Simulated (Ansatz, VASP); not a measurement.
# TiCdSe3 in two plane-wave programs

One calculation is typed for both programs; each brings its own data sets. How far apart do they land? The cell is generated by rule, not measured, and may not be a known phase. The cell is taken from a series of runs on this material, whose earlier steps may have relaxed, scaled, displaced or heated it; both programs get it as it stands.

Program: Ansatz 0.2.0. Level of theory: plane waves, with VASP 6.6.1 beside it; relaxation of cell and atoms at PBE. Results are calculated unless marked as measured.

## (1) The structure

The structure is orthorhombic, space group Amm2 (No. 38). Conventional cell: a = 4.044 Å, b = 7.430 Å, c = 11.804 Å, α = 90.00°, β = 90.00°, γ = 90.00°. Nearest to Cd lie 5 Se at 2.73 to 3.12 Å. Nearest to Ti lie 4 Se at 2.38 to 2.43 Å. Nearest to Se lie 1 Ti at 2.38 Å and 2 Cd at 2.73 Å. Nearest to Se lie 2 Ti at 2.43 Å and 1 Cd at 3.12 Å. Farther neighbours and most contacts between anions are not listed.

As a file:

```
Cd Ti Se
1.0
     4.04379    0.00000    0.00000
     0.00000    3.71511    5.90200
     0.00000   -3.71511    5.90200
Cd Ti Se
1 1 3
Cartesian
  0.0000 0.0000 9.7688
  2.0219 0.0000 5.2944
  2.0219 1.8849 3.8366
  2.0219 -1.8849 3.8366
  0.0000 0.0000 6.6483
```

## (2) VASP: relaxation of cell and atoms, PBE, pair 1

The relaxed volume is the usual yardstick between codes: in a stiff, nearly cubic crystal its relative difference is about their pressure difference at one cell divided by the bulk modulus.

Lines of VASP's logs that name or quote its potential files are left out, and so is its time.

Contents of INCAR:

```
SYSTEM = TiCdSe3
PREC = Accurate
ENCUT = 500
EDIFF = 1E-07
NELM = 120
ISMEAR = 0
SIGMA = 0.01
LREAL = .FALSE.
ALGO = Normal
GGA = PE
NBANDS = 27
LASPH = .TRUE.
LORBIT = 11
LWAVE = .FALSE.
LCHARG = .FALSE.
ISIF = 3
IBRION = 2
NSW = 80
EDIFFG = -0.005
GGA_COMPAT = .FALSE.
NELMIN = 4
EFERMI = MIDGAP
KPAR = 2
```

Contents of POSCAR:

```
TiCdSe3
1.0
    4.0437870000      0.0000000000      0.0000000000
    0.0000000000      3.7151150000      5.9020040000
    0.0000000000     -3.7151150000      5.9020040000
Cd Ti Se
1 1 3
Direct
    0.0000000000      0.8275833937      0.8275833937
    0.5000001236      0.4485265513      0.4485265513
    0.5000001236      0.5787091410      0.0713485344
    0.5000001236      0.0713485344      0.5787091410
    0.0000000000      0.5632203909      0.5632203909
```

Contents of KPOINTS:

```
Automatic mesh
0
Gamma
8 6 6
0 0 0
```

PAW data sets: Cd, Ti_sv and Se (PBE family, release 64).

The run is started by

```bash
mpirun -np 2 vasp_std
```

Numbers of over 12 decimals in the logs are rounded to 6 here.

Output:

```text
[banner, memory and clock lines left out]
running    2 mpi-ranks, on    1 nodes
 distrk:  each k-point on    1 cores,    2 groups
 distr:  one band on    1 cores,    1 groups

 POSCAR found type information on POSCAR CdTiSe
 POSCAR found :  3 types and       5 ions
 LDA part: xc-table for (Slater+PW92), standard interpolation
 POSCAR, INCAR and KPOINTS ok, starting setup
 FFT: planning ... GRIDC
 FFT: planning ... GRID_SOFT
 FFT: planning ... GRID
 WAVECAR not read
 entering main loop
       N       E                     dE             d eps       ncg     rms          rms(c)
DAV:   1     0.347260290189E+03    0.34726E+03   -0.19043E+04  3686   0.136E+03
DAV:   2     0.123783396339E+02   -0.33488E+03   -0.32657E+03  3948   0.350E+02
DAV:   3    -0.234119429057E+02   -0.35790E+02   -0.35340E+02  5250   0.106E+02
DAV:   4    -0.261338014348E+02   -0.27219E+01   -0.27149E+01  5258   0.227E+01
DAV:   5    -0.262778213651E+02   -0.14402E+00   -0.14401E+00  4855   0.397E+00    0.131E+01
DAV:   6    -0.250336963715E+02    0.12441E+01   -0.34441E+01  4902   0.373E+01    0.174E+01
DAV:   7    -0.231103891236E+02    0.19233E+01   -0.44225E+01  4775   0.369E+01    0.769E+00
DAV:   8    -0.225829918631E+02    0.52740E+00   -0.16310E+00  3918   0.859E+00    0.297E+00
DAV:   9    -0.225243187273E+02    0.58673E-01   -0.95902E-01  5329   0.553E+00    0.157E+00
DAV:  10    -0.225030818276E+02    0.21237E-01   -0.15984E-01  4364   0.279E+00    0.389E-01
DAV:  11    -0.225061177290E+02   -0.30359E-02   -0.11455E-02  4397   0.789E-01    0.443E-01
DAV:  12    -0.225045098542E+02    0.16079E-02   -0.10459E-02  4471   0.675E-01    0.570E-02
DAV:  13    -0.225045212585E+02   -0.11404E-04   -0.31427E-04  3814   0.121E-01    0.393E-02
DAV:  14    -0.225045183591E+02    0.28994E-05   -0.69259E-05  4375   0.461E-02    0.181E-02
DAV:  15    -0.225045131426E+02    0.52165E-05   -0.16713E-05  3751   0.279E-02    0.595E-03
DAV:  16    -0.225045114511E+02    0.16915E-05   -0.35883E-06  4552   0.101E-02    0.362E-03
DAV:  17    -0.225045112828E+02    0.16833E-06   -0.10191E-06  4172   0.682E-03    0.142E-03
DAV:  18    -0.225045110645E+02    0.21828E-06   -0.21531E-07  3151   0.265E-03    0.134E-03
DAV:  19    -0.225045110344E+02    0.30129E-07   -0.79027E-08  2078   0.208E-03
   1 F= -.22504511E+02 E0= -.22504511E+02  d E =-.225045E+02
[...]
2 F= -.22504717E+02 E0= -.22504717E+02  d E =-.205805E-03
[...]
3 F= -.22504756E+02 E0= -.22504756E+02  d E =-.245210E-03
[...]
4 F= -.22504789E+02 E0= -.22504789E+02  d E =-.326037E-04
[...]
5 F= -.22504798E+02 E0= -.22504798E+02  d E =-.413230E-04
 curvature:  -0.87 expect dE=-0.560E-05 dE for cont linesearch -0.119E-07
 trial: gam= 0.13246 g(F)=  0.633E-05 g(S)=  0.106E-06 ort = 0.836E-06 (trialstep = 0.108E+01)
 search vector abs. value=  0.755E-05
 bond charge predicted
       N       E                     dE             d eps       ncg     rms          rms(c)
DAV:   1    -0.225047881728E+02    0.94012E-05   -0.10530E-03  4268   0.519E-01    0.116E-02
DAV:   2    -0.225048018995E+02   -0.13727E-04   -0.15789E-04  3510   0.808E-02    0.699E-03
DAV:   3    -0.225048015555E+02    0.34405E-06   -0.92336E-06  4674   0.207E-02    0.575E-03
DAV:   4    -0.225048011866E+02    0.36884E-06   -0.11228E-06  4167   0.849E-03    0.256E-03
DAV:   5    -0.225048010238E+02    0.16285E-06   -0.25945E-07  3193   0.324E-03    0.983E-04
DAV:   6    -0.225048009591E+02    0.64689E-07   -0.52918E-08  1755   0.190E-03
   6 F= -.22504801E+02 E0= -.22504801E+02  d E =-.339215E-05
 trial-energy change:   -0.000003  1 .order   -0.000004   -0.000007   -0.000000
 step:   1.0889(harm=  1.0889)  dis= 0.00056  next Energy=   -22.504801 (dE=-0.356E-05)
 reached required accuracy - stopping structural energy minimisation
```

Parts of OUTCAR (step 2):

```text
ion  position               nearest neighbor table
   1  0.000  0.828  0.828-   3 2.73   4 2.73   3 2.73   4 2.73   5 3.12
   2  0.500  0.449  0.449-   3 2.38   4 2.38   5 2.43   5 2.43
   3  0.500  0.579  0.071-   2 2.38   1 2.73   1 2.73
   4  0.500  0.071  0.579-   2 2.38   1 2.73   1 2.73
   5  0.000  0.563  0.563-   2 2.43   2 2.43   1 3.12

  LATTYP: Found a base centered orthorhombic cell.
 ALAT       =     7.4302300000
 B/A-ratio  =     1.5886463811
 C/A-ratio  =     0.5442344315

 Subroutine GETGRP returns: Found  4 space group operations
 (whereof  4 operations were pure point group operations)

The static configuration has the point symmetry C_2v.

 Found     65 irreducible k-points:

   k-points           NKPTS =     65   k-points in BZ     NKDIM =     65   number of bands    NBANDS=     27

   dimension x,y,z NGX =    30 NGY =   54 NGZ =   54
   dimension x,y,z NGXF=    60 NGYF=  108 NGZF=  108

   ENCUT  =  500.0 eV  36.75 Ry    6.06 a.u.   7.37 12.72 12.72*2*pi/ulx,y,z

   NELECT =      42.0000    total number of electrons

 k-points in reciprocal lattice and weights: Automatic mesh
   0.00000000  0.00000000  0.00000000       0.003
   0.12500000  0.00000000  0.00000000       0.007
   0.25000000  0.00000000  0.00000000       0.007
   0.37500000  0.00000000  0.00000000       0.007
   0.50000000  0.00000000  0.00000000       0.003
   0.00000000  0.16666667  0.00000000       0.014
   0.12500000  0.16666667  0.00000000       0.028
   0.25000000  0.16666667  0.00000000       0.028
   0.37500000  0.16666667  0.00000000       0.028
[...]
0.37500000  0.50000000  0.50000000       0.007
   0.50000000  0.50000000  0.50000000       0.003

 average (electrostatic) potential at core
       1 -41.1318       2 -81.1260       3 -57.1237       4 -57.1237       5 -57.3254

 E-fermi :   0.3782

 k-point     1 :       0.0000    0.0000    0.0000
  band No.  band energies     occupation
    ...
     17      -1.5420      2.00000
     18      -1.4494      2.00000
     19      -1.0336      2.00000
     20      -0.2257      2.00000
     21       0.1087      2.00000
     22       1.3507      0.00000
     23       1.9921      0.00000
     24       2.1662      0.00000
     25       3.1512      0.00000
     26       3.3048      0.00000
    ...

 k-point     2 :       0.1250    0.0000    0.0000
  band No.  band energies     occupation
    ...
     17      -1.5690      2.00000
     18      -1.5376      2.00000
     19      -1.4093      2.00000
     20      -0.4708      2.00000
     21       0.0676      2.00000
     22       1.3548      0.00000
     23       1.8981      0.00000
     24       2.4780      0.00000
     25       2.7017      0.00000
     26       3.2858      0.00000
    ...

 k-point     3 :       0.2500    0.0000    0.0000
  band No.  band energies     occupation
    ...
     17      -1.8839      2.00000
     18      -1.6281      2.00000
     19      -1.3341      2.00000
     20      -0.8542      2.00000
     21      -0.0336      2.00000
     22       1.2134      0.00000
     23       1.9215      0.00000
     24       2.0807      0.00000
     25       2.4438      0.00000
     26       3.0912      0.00000
    ...

  Total        0.0064369     -0.0135612      0.0018966      0.0000000      0.0000000      0.0000000
  in kB        0.0579946     -0.1221816      0.0170877      0.0000000      0.0000000      0.0000000
  external PRESSURE =      -0.0156998 kB  Pullay stress =       0.0000000 kB

  energy-cutoff  :      500.00
  volume of cell :      177.83
      direct lattice vectors                 reciprocal lattice vectors
     4.050057824  0.000000000  0.000000000     0.246910055  0.000000000  0.000000000
     0.000000000  3.719563839  5.902269964     0.000000000  0.134424363  0.084713170
     0.000000000 -3.719563839  5.902269964     0.000000000 -0.134424363  0.084713170

 POSITION                                       TOTAL-FORCE (eV/Angst)
 -----------------------------------------------------------------------------------
      0.00000      0.00000      9.76933         0.000000      0.000000     -0.000600
      2.02503      0.00000      5.29615         0.000000      0.000000     -0.000322
      2.02503      1.88494      3.83643         0.000000     -0.001481     -0.000993
      2.02503     -1.88494      3.83643         0.000000      0.001481     -0.000993
      0.00000      0.00000      6.64774         0.000000      0.000000      0.002909
 -----------------------------------------------------------------------------------
    total drift:                               -0.001399     -0.000000     -0.000074

  FREE ENERGIE OF THE ION-ELECTRON SYSTEM (eV)
  ---------------------------------------------------
  free  energy   TOTEN  =       -22.5048009591 eV

  energy  without entropy=      -22.5048009591  energy(sigma->0) =      -22.50480096

 reached required accuracy - stopping structural energy minimisation

 total charge
# of ion       s       p       d       tot
------------------------------------------
    1        0.428   0.235   9.558  10.220
    2        2.209   6.133   1.876  10.218
    3        1.460   2.379   0.018   3.857
    4        1.460   2.379   0.018   3.857
    5        1.454   2.421   0.015   3.890
--------------------------------------------------
tot          7.011  13.546  11.485  32.041

[... 3 further parts left out ...]
```

CONTCAR:

```
TiCdSe3
   1.00000000000000
     4.0500578236601221    0.0000000000000000    0.0000000000000000
     0.0000000000000000    3.7195638385848153    5.9022699635200455
     0.0000000000000000   -3.7195638385848153    5.9022699635200455
  Cd              Ti              Se
     1     1     3
Direct
     0.0000000000000000    0.8275908101767976    0.8275908101767976
     0.5000001236000031    0.4486534317587700    0.4486534317587700
     0.5000001236000031    0.5783783562073842    0.0716144777558385
     0.5000001236000031    0.0716144777558385    0.5783783562073842
     0.0000000000000000    0.5631509354012106    0.5631509354012106
```

The run keeps the 4 symmetry operations of its start, so it cannot find a distortion of lower symmetry.

## (3) Ansatz: relaxation of cell and atoms, PBE, pair 1

Ansatz runs on its default PAW (the set named soft_2) files.

The same cell, functional and mesh now go to Ansatz, which takes its cutoff from its data sets.

Contents of input.yaml:

```yaml
crystal:
  lattice:
    - [4.0437874413, 0.0, 0.0]
    - [0.0, 3.715115302, 5.9020040407]
    - [0.0, -3.715115302, 5.9020040407]
  atoms:
    - { symbol: Cd, position: [0.0, 0.8275834068, 0.8275834068] }
    - { symbol: Ti, position: [0.5, 0.4485265737, 0.4485265737] }
    - { symbol: Se, position: [0.5, 0.5787091099, 0.0713485204] }
    - { symbol: Se, position: [0.5, 0.0713485204, 0.5787091099] }
    - { symbol: Se, position: [0.0, 0.5632204274, 0.5632204274] }
kpoints:
  mp_grid: { grid: [8, 6, 6] }
hamiltonian:
  xc: pbe
scf:
  occupations: { method: fixed }
output:
  forces: true
  stress: true
  eigenvalues: true
relax:
  adjacent_minimum: "off"
  f_tol: 0.001
  max_steps: 60
  cell: { stress_tol: 0.01 }
```

The run is started by

```bash
ansatz run input.yaml --threads 8 --pin off --max-ram 14336MiB --backend cpu --events-out ev --progress --plain --runs-dir out
```

Output:

```text
Engine: ansatz 0.2.0, aarch64-unknown-linux-gnu
Pseudopotentials: kind: paw
Pseudopotential: Cd, paw, valence charge 20, recommended cutoff 420 eV (normal), Cd.paw.azcp
Pseudopotential: Ti, paw, valence charge 12, recommended cutoff 420 eV (normal), Ti.paw.azcp
Pseudopotential: Se, paw, valence charge 16, recommended cutoff 420 eV (normal), Se.paw.azcp
Functional definition: PBE
  parameter kappa = 0.804
  parameter beta = 0.066725
  exchange = pbe_x(kappa = kappa, mu = beta*pi^2/3)
  correlation = pbe_c(beta = beta)
Crystal: 5 atoms, lattice volume = 177.333 Å³
Basis set: ecut = 420 eV, 3479 PW (Γ), exchange–correlation on 60×96×96 points (8 copies of the dense FFT grid, shifted against one another)
Bands: 48, of which v1, the nominal top of the filled ones, is band 40 counted from 1 (39 counted from 0)
Symmetry: 4 space group operations
Space group: Amm2 (ITA 38), of the structure as read, at distance tolerance 5.6e-5 Å
k-points: 65 of 288 (time reversal used)
Non-local potential: Cd, projectors of the file, l = 0: 3, l = 1: 2, l = 2: 2, l = 3: 1
Non-local potential: Ti, projectors of the file, l = 0: 3, l = 1: 2, l = 2: 3, l = 3: 1
Non-local potential: Se, projectors of the file, l = 0: 2, l = 1: 2, l = 2: 3, l = 3: 1
PAW form: soft (Blöchl's): semilocal exchange-correlation on the pseudo side does not see the compensation charge
PAW one-centre angular grid: Cd, 590 points (default); XC on 64 Gauss nodes
PAW one-centre angular grid: Ti, 590 points (default); XC on 64 Gauss nodes
PAW one-centre angular grid: Se, 590 points (default); XC on 64 Gauss nodes
Initial density: superposition of atomic densities (neutral atoms: chi_scale 0, normalization atom), corrected by the library's trained network
Initial wavefunctions: pseudopotential atomic-orbital guess
Functional: x = pbe(κ = 0.804, μ = 0.219515), c = pbe(β = 0.066725)
SCF iter   1: F=—  HF=-27164.799857 eV  |F-HF|=—  |Δ(HF+E_count)|=         —  Δρ=2.72e-3  dr2=2.75e-2  ethr=1.77e-3  ⟨swp⟩=4.6  Hψ=9480  notcnv=0  defer=378
preconditioner: auto → Resta (q_TF=auto, 2.389 Å⁻¹)  ε∞=4.6  [insulator: Δε(μ)=0.600 eV  Ē_g=8.549 eV  n_scr=44 (ndim 8)  ℏωp=16.3 eV  f_vac=0.293  ε∞_Penn≈4.6  vacuum switching on, ρ_ref=5.3e-3 e/Å³]
SCF iter   2: F=—  HF=-27164.798271 eV  |F-HF|=—  |Δ(HF+E_count)|=   1.59e-3  Δρ=2.11e-3  dr2=1.14e-2  ethr=3.44e-5  ⟨swp⟩=2.0  Hψ=4857  notcnv=0  defer=390
SCF iter   3: F=—  HF=-27164.798451 eV  |F-HF|=—  |Δ(HF+E_count)|=   1.81e-4  Δρ=2.23e-3  dr2=1.91e-2  ethr=1.42e-5  ⟨swp⟩=3.0  Hψ=6162  notcnv=0  defer=390
SCF iter   4: F=—  HF=-27164.796397 eV  |F-HF|=—  |Δ(HF+E_count)|=   2.05e-3  Δρ=4.56e-4  dr2=4.47e-4  ethr=1.42e-5  ⟨swp⟩=2.3  Hψ=3548  notcnv=0  defer=390
SCF iter   5: F=—  HF=-27164.796610 eV  |F-HF|=—  |Δ(HF+E_count)|=   2.13e-4  Δρ=1.50e-4  dr2=5.24e-5  ethr=5.59e-7  ⟨swp⟩=2.0  Hψ=3689  notcnv=0  defer=390
SCF iter   6: F=—  HF=-27164.796700 eV  |F-HF|=—  |Δ(HF+E_count)|=   8.95e-5  Δρ=4.57e-5  dr2=5.06e-6  ethr=6.56e-8  ⟨swp⟩=2.0  Hψ=4175  notcnv=0  defer=144
SCF iter   7: F=—  HF=-27164.796704 eV  |F-HF|=—  |Δ(HF+E_count)|=   4.62e-6  Δρ=1.38e-5  dr2=4.78e-7  ethr=6.33e-9  ⟨swp⟩=2.0  Hψ=4114  notcnv=0  defer=155
SCF iter   8: F=-27164.796705 eV  HF=-27164.796705 eV  |F-HF|=4.18e-8  |Δ(HF+E_count)|=   5.45e-7  Δρ=4.80e-6  dr2=6.99e-8  ethr=1.25e-10  ⟨swp⟩=11.6  Hψ=14961  notcnv=0
SCF 1 converged in 8 iterations: F = -27164.796705 eV  dr2 = 6.99e-8
  greatest PAW one-centre occupation: 1.000 electrons in one spin orbital (limit 2), on the Cd atom at site 0 (counted from 0), in its partial waves of l = 0
relax step   1: F+E_penalty+E_count = -27164.79670471 eV  Δ(F+E_penalty+E_count) = +0.000e0 eV  max|allowed force component| = 2.194e-3 eV/Å  Δτ_max = 0.0000 Å  P = +0.008 GPa  Ω = 177.333 Å³  (8 SCF iters, dr2 threshold 1.00e-7 eV, accepted)
[...]
relax step   2: F+E_penalty+E_count = -27164.79670449 eV  Δ(F+E_penalty+E_count) = +2.193e-7 eV  max|allowed force component| = 7.193e-4 eV/Å  Δτ_max = 0.0006 Å  P = -0.000 GPa  Ω = 177.357 Å³  energy of the carried Pulay correction = -2.229e-6 eV  (8 SCF iters, dr2 threshold 3.63e-10 eV, accepted)
[...]
relax step   3: F+E_penalty+E_count = -27164.79670743 eV  Δ(F+E_penalty+E_count) = -2.939e-6 eV  max|allowed force component| = 7.203e-4 eV/Å  Δτ_max = 0.0000 Å  P = -0.000 GPa  Ω = 177.357 Å³  stress off target by 2.42e-3 GPa  SCF on the basis re-selected at this cell (its energy is not comparable with the rows above)  (6 SCF iters)
basis re-selected at this cell: Δ(F+E_penalty+E_count) = -2.939e-6 eV, ΔP = -0.000 GPa vs the last step (what re-selecting the basis moved, of the pressure what is left beyond the Pulay correction that the steps carried, after the strain that the cell walked since its last selection, with what the two solves' SCF thresholds leave and, on support functions, any second-order correction that the steps lacked; it is no m [...]
SCF converged after 6 iterations
Free energy (F): -27164.796707 eV
Harris-Foulkes:  -27164.796707 eV  (|F-HF|=1.46e-11)
Internal energy: -27164.796707 eV  (E = F + TS)
E sigma→0 (E₀):  -27164.796707 eV
Fermi energy:    3.981907 eV
--- Per-component energies (eV) ---
  E_band       = -2159.992445
  E_kinetic    = 1130.784398
  E_local      = -16102.273707  (includes V_loc(G=0)·N_el)
  E_nonlocal   = -1747.187816
  E_hartree    = 7623.549044
  E_xc         = -585.406449
  E_vxc        = -635.911725  (∫ρ·V_xc dr)
  E_paw        = -10863.877376  (= ΣΔE_a)
  E_vpaw       = -52.500029  (= ΣTr[D̂ρ^β])
  E_aug_tail   = -0.001662  (compensation charges beyond the density's cutoff)
  E_ewald      = -6620.383139
  E_smearing   = -0.000000  (= −TS)
  E_closure    = -0.000000  (closes the sum)
  Σ components = -27164.796707   (vs F -27164.796707, Δ=0.00e0)
--- Forces (eV/Å), atoms counted from 1 ---
  atom   1  Cd     0.00000000    -0.00000000     0.00020548
  atom   2  Ti    -0.00000000     0.00000000    -0.00072032
  atom   3  Se     0.00000000    -0.00049746     0.00036021
  atom   4  Se     0.00000000     0.00049746     0.00036021
  atom   5  Se     0.00000000    -0.00000000    -0.00020557
  max |Σ_I F_I| component: 8.48e-9 eV/Å
--- Stress (GPa, compression-positive) ---
        0.000229      -0.000000       0.000000
       -0.000000      -0.002421       0.000000
        0.000000       0.000000       0.001539
  P = ⅓ Tr σ = -0.0002 GPa (-0.002 kbar)
--- Band table (eV; the first three rows and the last of 65) ---
  k-point 0: bands = [... 36 lower, 2.4171, 2.8315, 3.6546, 3.9819, 5.2332, 5.8766, 6.0544, 7.0299, ... 4 higher]
  k-point 1: bands = [... 36 lower, 2.4117, 2.8273, 3.7028, 3.7159, 5.4045, 5.7687, 5.9967, 6.9683, ... 4 higher]
  k-point 2: bands = [... 36 lower, 2.4216, 2.8196, 3.2676, 3.8087, 5.5588, 5.5733, 5.9304, 6.9358, ... 4 higher]
  k-point 64: bands = [... 36 lower, 2.6038, 2.7326, 3.1100, 3.9175, 4.5926, 5.1888, 5.8768, 6.5299, ... 4 higher]
--- Relaxed structure (2 steps of the walk, 2 accepted, 1 SCFs on fresh bases) ---
  F+E_penalty+E_count = -27164.79670743 eV   max|allowed force component| = 7.203e-4 eV/Å   (the final SCF, on the basis selected at the relaxed cell)
  cell:  # Å, volume = 177.3568 Å³
    - [4.043821, 0, 0]
    - [0, 3.715011, 5.902904]
    - [0, -3.715011, 5.902904]
  atoms:
    - { symbol: Cd, position: [0, 0.827535, 0.827535] }
    - { symbol: Ti, position: [0.5, 0.448554, 0.448554] }
    - { symbol: Se, position: [0.5, 0.578687, 0.071354] }
    - { symbol: Se, position: [0.5, 0.071354, 0.578687] }
    - { symbol: Se, position: [0, 0.563258, 0.563258] }
```

## (4) Differences

Known differences besides the potentials themselves: fixed occupations in Ansatz, narrow Gaussian smearing in VASP; the data sets hold 80 valence electrons in Ansatz (on its default PAW (the set named soft_2) files) and 42 in VASP; the cutoff is 420 eV in Ansatz and 500 eV in VASP; Ansatz adds a Pulay correction to the stress that steers its cell, VASP none. Total energies have different zeros and are not compared.

Both answers:

```csv
quantity,Ansatz,VASP,difference
volume (Å³),177.36,177.83,-0.27 %
"edge a after relaxation, in the typed setting (Å)",4.044,4.050,-0.16 %
"edge b after relaxation, in the typed setting (Å)",6.975,6.976,-0.03 %
```

(Part 1 of 2 ends here.)

[Lines on the potential files, build, host, timing and source positions are cut from VASP's logs without a mark.]

[Logs are printed without paths, hosts, clocks, repeated set-up lines and the standing remarks that a program may print on its own settings, such as how far it seeks lower states.]

[Hosts, paths, dates, database ids (printed as entryN), source tags and the programs' standing remarks are cut or masked in the printed files.]
